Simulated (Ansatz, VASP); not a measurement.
# Two plane-wave programs on Pb8SO15 (a cell with a defect) (PbO2)

File INCAR:

```
SYSTEM = Pb8SO15
ALGO = Fast
EDIFF = 1E-8
ENCUT = 520
GGA = PE
ISIF = 2
ISMEAR = -1
LASPH = .True.
LCHARG = .False.
LEFG = .True.
LREAL = Auto
LWAVE = .False.
NBANDS = 122
NELM = 100
PREC = Accurate
SIGMA = 0.01
```

KPOINTS

```
k-points
0
Gamma
  3 3 3
  0 0 0
```

POSCAR

```
Pb8SO15
1.0
    0.0000000000      5.1400000000      5.1400000000
    5.1400000000      0.0000000000      5.1400000000
    5.1400000000      5.1400000000      0.0000000000
Pb S O
8 1 15
Direct
    0.0000000000      0.0000000000      0.0000000000
    0.0000000000      0.0000000000      0.5000000000
    0.0000000000      0.5000000000      0.0000000000
    0.0000000000      0.5000000000      0.5000000000
    0.5000000000      0.0000000000      0.0000000000
    0.5000000000      0.0000000000      0.5000000000
    0.5000000000      0.5000000000      0.0000000000
    0.5000000000      0.5000000000      0.5000000000
    0.1250000000      0.1250000000      0.1250000000
    0.1250000000      0.1250000000      0.6250000000
    0.1250000000      0.6250000000      0.1250000000
    0.1250000000      0.6250000000      0.6250000000
    0.6250000000      0.1250000000      0.1250000000
    0.6250000000      0.1250000000      0.6250000000
    0.6250000000      0.6250000000      0.1250000000
    0.6250000000      0.6250000000      0.6250000000
    0.3750000000      0.3750000000      0.3750000000
    0.3750000000      0.3750000000      0.8750000000
    0.3750000000      0.8750000000      0.3750000000
    0.3750000000      0.8750000000      0.8750000000
    0.8750000000      0.3750000000      0.3750000000
    0.8750000000      0.3750000000      0.8750000000
    0.8750000000      0.8750000000      0.3750000000
    0.8750000000      0.8750000000      0.8750000000
```

Input for Ansatz:

```yaml
crystal:
  lattice:
    - [0.0, 5.14, 5.14]
    - [5.14, 0.0, 5.14]
    - [5.14, 5.14, 0.0]
  atoms:
    - { symbol: Pb, position: [0.0, 0.0, 0.0] }
    - { symbol: Pb, position: [0.0, 0.0, 0.5] }
    - { symbol: Pb, position: [0.0, 0.5, 0.0] }
    - { symbol: Pb, position: [0.0, 0.5, 0.5] }
    - { symbol: Pb, position: [0.5, 0.0, 0.0] }
    - { symbol: Pb, position: [0.5, 0.0, 0.5] }
    - { symbol: Pb, position: [0.5, 0.5, 0.0] }
    - { symbol: Pb, position: [0.5, 0.5, 0.5] }
    - { symbol: S, position: [0.125, 0.125, 0.125] }
    - { symbol: O, position: [0.125, 0.125, 0.625] }
    - { symbol: O, position: [0.125, 0.625, 0.125] }
    - { symbol: O, position: [0.125, 0.625, 0.625] }
    - { symbol: O, position: [0.625, 0.125, 0.125] }
    - { symbol: O, position: [0.625, 0.125, 0.625] }
    - { symbol: O, position: [0.625, 0.625, 0.125] }
    - { symbol: O, position: [0.625, 0.625, 0.625] }
    - { symbol: O, position: [0.375, 0.375, 0.375] }
    - { symbol: O, position: [0.375, 0.375, 0.875] }
    - { symbol: O, position: [0.375, 0.875, 0.375] }
    - { symbol: O, position: [0.375, 0.875, 0.875] }
    - { symbol: O, position: [0.875, 0.375, 0.375] }
    - { symbol: O, position: [0.875, 0.375, 0.875] }
    - { symbol: O, position: [0.875, 0.875, 0.375] }
    - { symbol: O, position: [0.875, 0.875, 0.875] }
kpoints:
  mp_grid: { grid: [3, 3, 3] }
scf:
  occupations: { method: fermi_dirac, width: 0.01 }
hamiltonian:
  xc: pbe
  pseudopotentials: { kind: paw }
output:
  forces: true
  stress: true
  populations: true
  efg:
    quadrupole_moments_barn: { S: -0.0694, O: -0.02558 }
    contact_densities: true
```

Alike in both runs: task electric field gradients; functional PBE; k mesh 3 × 3 × 3; occupations fermi-dirac, width 0.01 eV; no spin polarisation.

|  | VASP | Ansatz |
| --- | --- | --- |
| version | VASP 6.6.1 | Ansatz 0.2.0 |
| potentials or method | VASP PAW PBE potentials, release 64 (Pb_d, S, O) | plane-wave PAW, scalar-relativistic |
| plane-wave cutoff (eV) | 520 | 420 |
| valence electrons in the cell | 208 | 208 |

|  | VASP | Ansatz | Ansatz less VASP |
| --- | --- | --- | --- |
| rms of the force components (eV/Å) | 1.384 | 1.404 | +0.0199 |
| Vzz of the field gradient on the site that differs most (V/Å²) | -273.1 | -200.6 | +72.50 |

Atom by atom the forces differ by 0.020 eV/Å (rms over components). Ansatz warned: «gradients_without_spin_orbit».

 The runs have no spin-orbit coupling, so splittings on Pb are missing.
